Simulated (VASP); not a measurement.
Output of a VASP run:

### OUTCAR
```
 ion  position               nearest neighbor table
   1  0.000  0.000  0.000-   2 2.21   2 2.21   2 2.21   2 2.21   2 2.21   2 2.21
   2  0.333  0.667  0.500-   1 2.21   1 2.21   1 2.21   1 2.21   1 2.21   1 2.21
  LATTYP: Found a hexagonal cell.
 ALAT       =     2.9248426454
 C/A-ratio  =     0.9738558571
 Subroutine PRICEL returns:
 Original cell was already a primitive cell.
 Subroutine GETGRP returns: Found 12 space group operations
The static configuration has the point symmetry D_3h.
The dynamic configuration has the point symmetry D_3h.
 Subroutine INISYM returns: Found 12 space group operations
 Subroutine IBZKPT returns following result:
 Found    168 irreducible k-points:

 Following reciprocal coordinates:
            Coordinates               Weight
  0.000000  0.000000  0.000000      1.000000
  0.071429  0.000000  0.000000      6.000000
  0.142857  0.000000  0.000000      6.000000
  0.214286  0.000000  0.000000      6.000000
  0.285714  0.000000  0.000000      6.000000
  0.357143  0.000000  0.000000      6.000000
  0.428571  0.000000  0.000000      6.000000
  0.500000 -0.000000  0.000000      3.000000
  0.071429  0.071429  0.000000      6.000000
  0.142857  0.071429  0.000000     12.000000
  0.214286  0.071429  0.000000     12.000000
  0.285714  0.071429  0.000000     12.000000
  0.357143  0.071429  0.000000     12.000000
  0.428571  0.071429  0.000000     12.000000
  0.142857  0.142857  0.000000      6.000000
  0.214286  0.142857  0.000000     12.000000
  0.285714  0.142857  0.000000     12.000000
  0.357143  0.142857  0.000000     12.000000
  0.428571  0.142857  0.000000      6.000000
  0.214286  0.214286  0.000000      6.000000
  0.285714  0.214286  0.000000     12.000000
  0.357143  0.214286  0.000000     12.000000
  0.285714  0.285714  0.000000      6.000000
  0.357143  0.285714  0.000000      6.000000
  0.000000  0.000000  0.083333      2.000000
  0.071429  0.000000  0.083333     12.000000
  0.142857  0.000000  0.083333     12.000000
  0.214286  0.000000  0.083333     12.000000
  0.285714  0.000000  0.083333     12.000000
  0.357143  0.000000  0.083333     12.000000
  0.428571  0.000000  0.083333     12.000000
  0.500000 -0.000000  0.083333      6.000000
  0.071429  0.071429  0.083333     12.000000
  0.142857  0.071429  0.083333     24.000000
  0.214286  0.071429  0.083333     24.000000
  0.285714  0.071429  0.083333     24.000000
  0.357143  0.071429  0.083333     24.000000
  0.428571  0.071429  0.083333     24.000000
  0.142857  0.142857  0.083333     12.000000
  0.214286  0.142857  0.083333     24.000000
   k-points           NKPTS =    168   k-points in BZ     NKDIM =    168   number of bands    NBANDS=     13
   number of dos      NEDOS =    301   number of ions     NIONS =      2
   total plane-waves  NPLWV =  13824
   dimension x,y,z NGX =    24 NGY =   24 NGZ =   24
   dimension x,y,z NGXF=    48 NGYF=   48 NGZF=   48
   ions per type =               1   1
   PREC   = accura    normal or accurate (medium, high low for compatibility)
   ISTART =      0    job   : 0-new  1-cont  2-samecut
   ICHARG =      2    charge: 1-file 2-atom 10-const
   ISPIN  =      1    spin polarized calculation?
   LNONCOLLINEAR =      F non collinear calculations
   LSORBIT =      F    spin-orbit coupling
   INIWAV =      1    electr: 0-lowe 1-rand  2-diag
   ENCUT  =  600.0 eV  44.10 Ry    6.64 a.u.   5.84  5.84  5.69*2*pi/ulx,y,z
   NELM   =    100;   NELMIN=  2; NELMDL= -5     # of ELM steps
   EDIFF  = 0.1E-06   stopping-criterion for ELM
   LREAL  =      F    real-space projection
   NLSPLINE    = F    spline interpolate recip. space projectors
   LMAXMIX     =    6 max onsite mixed and CHGCAR
   VOSKOWN=      0    Vosko Wilk Nusair interpolation
   EDIFFG = 0.1E-05   stopping-criterion for IOM
   NSW    =      0    number of steps for IOM
   NBLOCK =      1;   KBLOCK =      1    inner block; outer block
...
```

**OSZICAR**
```
       N       E                     dE             d eps       ncg     rms          rms(c)
DAV:   1     0.120352498911E+03    0.12035E+03   -0.10652E+04  4376   0.169E+03
DAV:   2    -0.211365736184E+02   -0.14149E+03   -0.13789E+03  4968   0.409E+02
DAV:   3    -0.254876911254E+02   -0.43511E+01   -0.43164E+01  5307   0.647E+01
DAV:   4    -0.255329062551E+02   -0.45215E-01   -0.45181E-01  4876   0.697E+00
DAV:   5    -0.255332811317E+02   -0.37488E-03   -0.37487E-03  5139   0.657E-01    0.315E+01
DAV:   6    -0.225479272209E+02    0.29854E+01   -0.97176E+00  4958   0.318E+01    0.820E+00
DAV:   7    -0.224778412157E+02    0.70086E-01   -0.44114E-01  4623   0.590E+00    0.592E+00
DAV:   8    -0.224514725306E+02    0.26369E-01   -0.76714E-02  4823   0.264E+00    0.846E-01
DAV:   9    -0.224502630652E+02    0.12095E-02   -0.42367E-03  4713   0.513E-01    0.146E-01
DAV:  10    -0.224502069210E+02    0.56144E-04   -0.28656E-04  5093   0.228E-01    0.780E-02
DAV:  11    -0.224502051938E+02    0.17273E-05   -0.22991E-05  4788   0.450E-02    0.111E-02
DAV:  12    -0.224502038999E+02    0.12938E-05   -0.55666E-06  4808   0.235E-02    0.340E-03
DAV:  13    -0.224502039458E+02   -0.45934E-07   -0.11141E-07  3114   0.371E-03
   1 F= -.22450204E+02 E0= -.22450211E+02  d E =0.218780E-04
```

**OUTCAR**
```
------------------------ aborting loop because EDIFF is reached ----------------------------------------
  FORCE on cell =-STRESS in cart. coord.  units (eV):
  Direction    XX          YY          ZZ          XY          YZ          ZX
  --------------------------------------------------------------------------------------
  Total       -0.0229748     -0.0229748      0.0805031     -0.0000000      0.0000000      0.0000000
  in kB       -1.7443340     -1.7443341      6.1121002     -0.0000000      0.0000000      0.0000000
  external PRESSURE =       0.8744774 kB  Pullay stress =       0.0000000 kB
  volume of cell :       21.10
      direct lattice vectors                 reciprocal lattice vectors
     1.462421290 -2.532988052  0.000000000     0.341898743 -0.197395325  0.000000000
     1.462421290  2.532988052  0.000000000     0.341898743  0.197395325  0.000000000
     0.000000000  0.000000000  2.848375141     0.000000000  0.000000000  0.351077351
 POSITION                                       TOTAL-FORCE (eV/Angst)
 -----------------------------------------------------------------------------------
      0.00000      0.00000      0.00000         0.000000     -0.000000      0.000000
      1.46242      0.84433      1.42419        -0.000000      0.000000      0.000000
 -----------------------------------------------------------------------------------
    total drift:                                0.000000     -0.000388      0.000000
  FREE ENERGIE OF THE ION-ELECTRON SYSTEM (eV)
  ---------------------------------------------------
  free  energy   TOTEN  =       -22.4502039458 eV

  energy  without entropy=      -22.4502258239  energy(sigma->0) =      -22.45021124
```
(Selected blocks of OUTCAR.)

POSCAR:
```
WC
1
    1.4624212897    -2.5329880520    -0.0000000000
    1.4624212897     2.5329880520     0.0000000000
    0.0000000000    -0.0000000000     2.8483751412
W C
1 1
Direct
  0.0000000000   0.0000000000   0.0000000000
  0.3333330000   0.6666670000   0.5000000000
```

Q: Reconstruct the remaining input files.

A: Several could match; the one computed here: the input of the run itself, PBE GGA, plane waves, VASP's PBE PAW potentials (set 64).

KPOINTS:
```
Automatic mesh
0
Gamma
14 14 12
0 0 0
```

**INCAR**
```
GGA  =  PE   # PBE
EDIFF  =  1E-7
SIGMA  =  0.1
ENCUT  =  600   # plane-wave cut-off (eV)
ISMEAR  =  1
LWAVE  =  .FALSE.
LREAL  =  .FALSE.   # projection in real space or not
ALGO  =  Normal   # blocked Davidson
LCHARG  =  .FALSE.
LMAXMIX  =  6   # l cut-off of mixed one-centre charges
SYSTEM  =  WC
ISIF  =  2   # forces and stress, cell fixed
PREC  =  Accurate
LASPH  =  .TRUE.
NELM  =  100   # most electronic steps
```

POTCAR, in this order: W_sv C (PBE.64 set). Program: vasp_std.

The compound is WC in the wc structure. It was relaxed first.
